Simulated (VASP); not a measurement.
Level of theory: optB88-vdW, VASP's PBE PAW potentials (set 64) (plane waves; VASP).

Input for VASP

### POSCAR
```
V
1.0
 -1.5150000000   1.5150000000   1.5150000000
  1.5150000000  -1.5150000000   1.5150000000
  1.5150000000   1.5150000000  -1.5150000000
V
1
direct
  0.0000000000   0.0000000000   0.0000000000
```

KPOINTS:
```
K-points
0
G
 15 15 15
0 0 0
```

INCAR:
```
# general
SYSTEM   = V
PREC     = Accurate
ENCUT    = 520   # plane-wave cut-off (eV)
LREAL    = .False.   # projection in real space or not
LASPH    = .True.

# electronic loop
EDIFF    = 1E-6
NELM     = 100   # most electronic steps
ALGO     = Normal
LMAXMIX  = 4   # l cut-off of mixed one-centre charges

# smearing
ISMEAR   = 1   # Methfessel-Paxton
SIGMA    = 0.1   # width (eV)

# functional
GGA      = BO
LUSE_VDW = .True.
AGGAC    = 0.0
PARAM1   = 0.1833333333
PARAM2   = 0.22

# ions
IBRION   = 2
NSW      = 60   # most ionic steps
ISIF     = 3   # ions, shape and volume
EDIFFG   = -0.01   # ionic stop

# output
LWAVE    = .False.
LCHARG   = .False.
```

POTCAR, in this order: V_sv (PBE.64 set). Program: vasp_std.

What VASP printed:

**OSZICAR**
```
       N       E                     dE             d eps       ncg     rms          rms(c)
DAV:   1     0.902275418905E+02    0.90228E+02   -0.74090E+03  2408   0.142E+03
DAV:   2    -0.550443540662E+01   -0.95732E+02   -0.94025E+02  2484   0.369E+02
DAV:   3    -0.698912941889E+01   -0.14847E+01   -0.14323E+01  2502   0.541E+01
DAV:   4    -0.699961364026E+01   -0.10484E-01   -0.10482E-01  2468   0.462E+00
DAV:   5    -0.699972196386E+01   -0.10832E-03   -0.10832E-03  2498   0.487E-01    0.170E+01
DAV:   6    -0.576474892794E+01    0.12350E+01   -0.52644E+00  2410   0.337E+01    0.151E+00
DAV:   7    -0.574896906085E+01    0.15780E-01   -0.23425E-02  2412   0.271E+00    0.957E-01
DAV:   8    -0.574193179754E+01    0.70373E-02   -0.74896E-03  2422   0.142E+00    0.590E-02
DAV:   9    -0.574199892233E+01   -0.67125E-04   -0.76420E-05  2438   0.138E-01    0.352E-02
DAV:  10    -0.574201947521E+01   -0.20553E-04   -0.28194E-05  2400   0.596E-02    0.288E-03
DAV:  11    -0.574202008662E+01   -0.61140E-06   -0.33012E-07  1246   0.870E-03
   1 F= -.57420201E+01 E0= -.57424761E+01  d E =-.574202E+01
       N       E                     dE             d eps       ncg     rms          rms(c)
DAV:   1    -0.815024409534E+01   -0.24082E+01   -0.49835E+01  2400   0.121E+02    0.189E+01
DAV:   2    -0.578156095417E+01    0.23687E+01   -0.89429E+00  2406   0.478E+01    0.393E+00
DAV:   3    -0.574559274990E+01    0.35968E-01   -0.64453E-02  2406   0.363E+00    0.272E+00
DAV:   4    -0.573255105271E+01    0.13042E-01   -0.20377E-02  2404   0.203E+00    0.125E-01
DAV:   5    -0.573269522603E+01   -0.14417E-03   -0.68240E-04  2446   0.368E-01    0.820E-02
DAV:   6    -0.573264434969E+01    0.50876E-04   -0.39949E-05  2406   0.874E-02    0.726E-03
DAV:   7    -0.573264407295E+01    0.27674E-06   -0.12748E-06  1480   0.160E-02
   2 F= -.57326441E+01 E0= -.57333057E+01  d E =0.937601E-02
       N       E                     dE             d eps       ncg     rms          rms(c)
DAV:   1    -0.653024584811E+01   -0.79760E+00   -0.16161E+01  2400   0.733E+01    0.908E+00
DAV:   2    -0.577273693373E+01    0.75751E+00   -0.37110E+00  2404   0.275E+01    0.177E+00
DAV:   3    -0.576307953135E+01    0.96574E-02   -0.16357E-02  2400   0.200E+00    0.869E-01
DAV:   4    -0.575914339553E+01    0.39361E-02   -0.74944E-03  2404   0.122E+00    0.110E-01
DAV:   5    -0.575916187676E+01   -0.18481E-04   -0.27918E-04  2436   0.246E-01    0.247E-02
DAV:   6    -0.575915371199E+01    0.81648E-05   -0.36549E-05  2404   0.859E-02    0.369E-03
DAV:   7    -0.575915347013E+01    0.24186E-06   -0.18962E-07  1208   0.722E-03
   3 F= -.57591535E+01 E0= -.57596133E+01  d E =-.171334E-01
```

### OUTCAR
```
------------------------ aborting loop because EDIFF is reached ----------------------------------------
  FORCE on cell =-STRESS in cart. coord.  units (eV):
  Direction    XX          YY          ZZ          XY          YZ          ZX
  --------------------------------------------------------------------------------------
  Total       -0.0082449     -0.0082449     -0.0082449      0.0000000     -0.0000000     -0.0000000
  in kB       -0.9954206     -0.9954206     -0.9954206      0.0000000     -0.0000000     -0.0000000
  external PRESSURE =      -0.9954206 kB  Pullay stress =       0.0000000 kB
  volume of cell :       13.27
      direct lattice vectors                 reciprocal lattice vectors
    -1.491452155  1.491452155  1.491452155     0.000000000  0.335243741  0.335243741
     1.491452155 -1.491452155  1.491452155     0.335243741  0.000000000  0.335243741
     1.491452155  1.491452155 -1.491452155     0.335243741  0.335243741  0.000000000
 POSITION                                       TOTAL-FORCE (eV/Angst)
 -----------------------------------------------------------------------------------
      0.00000      0.00000      0.00000         0.000000     -0.000000     -0.000000
 -----------------------------------------------------------------------------------
    total drift:                                0.000000     -0.000000      0.000000
  FREE ENERGIE OF THE ION-ELECTRON SYSTEM (eV)
  ---------------------------------------------------
  free  energy   TOTEN  =        -5.7591534701 eV

  energy  without entropy=       -5.7605328438  energy(sigma->0) =       -5.75961326

 reached required accuracy - stopping structural energy minimisation
```
(Selected blocks of OUTCAR.)

File CONTCAR:
```
V
   1.00000000000000
    -1.4914521548710933    1.4914521548710933    1.4914521548710933
     1.4914521548710933   -1.4914521548710933    1.4914521548710933
     1.4914521548710933    1.4914521548710933   -1.4914521548710933
  V
     1
Direct
     0.0000000000000000    0.0000000000000000    0.0000000000000000
```

Energy and stress use the plane-wave basis of the starting cell.

The compound is V in the bcc structure. This run relaxes it. Symmetry was kept, so distortions that lower it aren't found. The run is not spin-polarised, so no magnetic state was tried.
